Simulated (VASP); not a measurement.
Given:

```
CELL_PARAMETERS angstrom
      7.44777     0.00000     0.00000
      0.00000     4.56234     0.00000
      0.00000     0.00000    26.76292
ATOMIC_POSITIONS crystal
  Ag 0.05509 0.00000 0.63731
  Ag 0.46565 0.50000 0.62442
  Ag 0.99380 0.50000 0.52597
  Ag 0.49380 0.00000 0.47403
  Ag 0.96565 0.00000 0.37558
  Ag 0.55509 0.50000 0.36269
  I  0.38470 0.00000 0.67768
  I  0.85733 0.50000 0.62267
  I  0.36844 0.50000 0.52417
  I  0.86844 0.00000 0.47583
  I  0.35733 0.00000 0.37733
  I  0.88470 0.50000 0.32232
```

Calculation: PBEsol GGA, VASP's PBE PAW potentials (set 64) (plane waves; VASP). Settings: PREC = Normal, 400 eV cut-off, 3×5×1 Γ-centred mesh, Gaussian smearing of 0.050 eV, potentials Ag I.

Unless said otherwise, spin-orbit coupling is left out, though it shifts the bands of the heavy elements here.

**Question.** What does the run give for the energy per atom (σ→0), band gap (on the k-mesh) with the smallest direct gap where there is one?

**Answer.** 
band gap (on the k-mesh): 1.59 eV
smallest direct gap (on the k-mesh): 1.59 eV
energy per atom (σ→0): -259.3 kJ/mol of atoms

The absolute energy has meaning only against runs of the same code, potentials and settings.

The cell is a thin slab with vacuum, built from AgI (wurtzite): (100) face.
